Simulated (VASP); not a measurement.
The system is Be3ZnTe4.

```xyz
8
Lattice="4.3583 0.0000 0.0000 0.0000 4.3583 0.0000 0.0000 0.0000 12.2604" Properties=species:S:1:pos:R:3 pbc="T T T"
Be    2.1791    2.1791    9.1658
Be    0.0000    0.0000    6.1302
Be    2.1791    2.1791    3.0946
Zn    0.0000    0.0000    0.0000
Te    0.0000    2.1791    7.6512
Te    2.1791    0.0000    4.6092
Te    0.0000    2.1791    1.5820
Te    2.1791    0.0000   10.6784
```

The cell was built by a generator and needn't be a form met in nature.

```yaml
Program: VASP 6.6.1
Task: relaxation of cell and atoms
Functional: PBE
Potentials_or_basis: VASP PAW PBE potentials, release 64 (Be, Zn, Te)
Cutoff: 520 eV
k_mesh: 3 × 3 × 2
Occupations: gaussian, width 0.15 eV
Spin: no spin polarisation
```

At the start: pressure -5.9 GPa; volume 29.11 Å³/atom.

Problem. Where does the relaxation end?

Solution. Over 14 steps the energy falls by 118.9 meV/atom and the volume is 24.51 Å³/atom (-15.8 %); space group P-4m2 (No. 115, to 0.05 Å).

Step by step:
| step | energy change (eV) | largest force (eV/Å) | pressure (GPa) | volume (Å³) |
| --- | --- | --- | --- | --- |
| 1 | 0.0000 | 0.7731 | -5.90 | 232.88 |
| 2 | -0.8241 | 0.8426 | -0.51 | 198.57 |
| 3 | -0.8264 | 0.8479 | 0.89 | 195.05 |
| 4 | -0.8279 | 0.8474 | 0.37 | 196.36 |
| 5 | -0.8891 | 0.4369 | 0.28 | 196.20 |
| 6 | -0.9168 | 0.3572 | 0.26 | 196.00 |
| 7 | -0.9319 | 0.2301 | -0.18 | 197.41 |
| 8 | -0.9382 | 0.1282 | -0.62 | 199.04 |
| 9 | -0.9485 | 0.0924 | -0.24 | 197.18 |
| 10 | -0.9499 | 0.0908 | 0.10 | 195.92 |
| 11 | -0.9500 | 0.0911 | 0.12 | 196.08 |
| 12 | -0.9498 | 0.0841 | -0.10 | 196.51 |
| 13 | -0.9500 | 0.0866 | 0.01 | 196.16 |
| 14 | -0.9513 | 0.0384 | 0.05 | 196.09 |

Final structure:
```yaml
crystal:
  lattice:
    - [4.14860, 0.00000, 0.00000]
    - [0.00000, 4.14860, 0.00000]
    - [0.00000, 0.00000, 11.39337]
  atoms:
    - { symbol: Be, position: [0.50000, 0.50000, 0.73950] }
    - { symbol: Be, position: [0.00000, 0.00000, 0.50000] }
    - { symbol: Be, position: [0.50000, 0.50000, 0.26050] }
    - { symbol: Zn, position: [0.00000, 0.00000, 0.00000] }
    - { symbol: Te, position: [0.00000, 0.50000, 0.61981] }
    - { symbol: Te, position: [0.50000, 0.00000, 0.38019] }
    - { symbol: Te, position: [0.00000, 0.50000, 0.14282] }
    - { symbol: Te, position: [0.50000, 0.00000, 0.85718] }
```

Caveat: the k mesh is coarse (spacing up to 0.48 Å⁻¹), so the values aren't converged; the volume moved by over 15 % at a fixed basis, so the end points are rough.
